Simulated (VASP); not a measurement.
OSZICAR of a VASP run on Ge$_{2}$Mo (atoms displaced from the space group 140 structure):

OSZICAR:
```
       N       E                     dE             d eps       ncg     rms          rms(c)
DAV:   1     0.884354269095E+03    0.88435E+03   -0.31510E+04  1804   0.310E+03
DAV:   2     0.984926228438E+02   -0.78586E+03   -0.76808E+03  1416   0.813E+02
DAV:   3    -0.323148266541E+02   -0.13081E+03   -0.12785E+03  1574   0.207E+02
DAV:   4    -0.400199638013E+02   -0.77051E+01   -0.75932E+01  1688   0.527E+01
DAV:   5    -0.402199634596E+02   -0.20000E+00   -0.19926E+00  1640   0.892E+00    0.147E+01
DAV:   6    -0.396939757575E+02    0.52599E+00   -0.14953E+01  1628   0.118E+01    0.570E+00
DAV:   7    -0.388351393577E+02    0.85884E+00   -0.59467E+00  1574   0.824E+00    0.363E+00
DAV:   8    -0.387375390254E+02    0.97600E-01   -0.55472E-01  1504   0.409E+00    0.934E-01
DAV:   9    -0.387437425823E+02   -0.62036E-02   -0.12472E-01  1730   0.236E+00    0.883E-01
DAV:  10    -0.387335324255E+02    0.10210E-01   -0.46220E-02  1580   0.107E+00    0.393E-01
DAV:  11    -0.387331513794E+02    0.38105E-03   -0.75092E-03  1616   0.952E-01    0.957E-02
DAV:  12    -0.387331451605E+02    0.62189E-05   -0.47648E-04  1664   0.239E-01    0.471E-02
DAV:  13    -0.387331525984E+02   -0.74379E-05   -0.11349E-04  1730   0.124E-01    0.189E-02
DAV:  14    -0.387331522756E+02    0.32276E-06   -0.23105E-05  1712   0.801E-02    0.388E-03
DAV:  15    -0.387331520645E+02    0.21112E-06   -0.15707E-06   800   0.291E-02
   1 F= -.38733152E+02 E0= -.38666946E+02  d E =-.132412E+00
```

### Question
Which electronic solver shows in the log?

### Answer
It is blocked Davidson (ALGO = Normal, or the opening steps of other solvers). The INCAR had ALGO = Normal.

### Question
Can the final energy be trusted as converged?

### Answer
The calculation finished and met its thresholds. It stopped with EDIFF = 1E-6, NELM = 100 (PBE GGA, plane waves, VASP's PBE PAW potentials (set 64)).

The structure was generated: Ge2Mo was put into an ordered model structure, which need not be its known phase. The cell was not relaxed at this level, atoms are displaced from their ideal sites. The k-mesh is coarse (spacing up to 0.50 per Å, 2π included), so the numbers may not be converged in it.
